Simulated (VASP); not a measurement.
Data:

```xyz
2
Lattice="1.5256 -2.6425 0.0000 1.5256 2.6425 0.0000 0.0000 0.0000 4.9353" Properties=species:S:1:pos:R:3 pbc="T T T"
Tm     1.5256     0.8808     1.2338
Tm     1.5256    -0.8808     3.7015
```

All values below come from PBEsol GGA, VASP's PBE PAW potentials (set 64) (plane waves; VASP). Run with 480 eV cut-off, 12×12×6 Γ-centred mesh, first-order Methfessel-Paxton smearing of 0.10 eV, potentials Tm_3.

The 4f electrons are frozen in the core of the lanthanide potential, so 4f levels, which can set the real gap, and their magnetism are missing.

Question: Estimate the energy per atom (σ→0), pressure, band gap (on the k-mesh) with the smallest direct gap where there is one.

Answer: 
```
Quantity                                                    Result
------------------------  ----------------------------------------
band gap (on the k-mesh)  none (metal, semimetal or under 0.01 eV)
energy per atom (σ→0)                               -4.248 eV/atom
pressure                                                 30.00 GPa
```

Only differences to runs with the same potentials and settings are physical.

The compound is Tm in the hcp structure. It was relaxed first under an external pressure of 30 GPa.
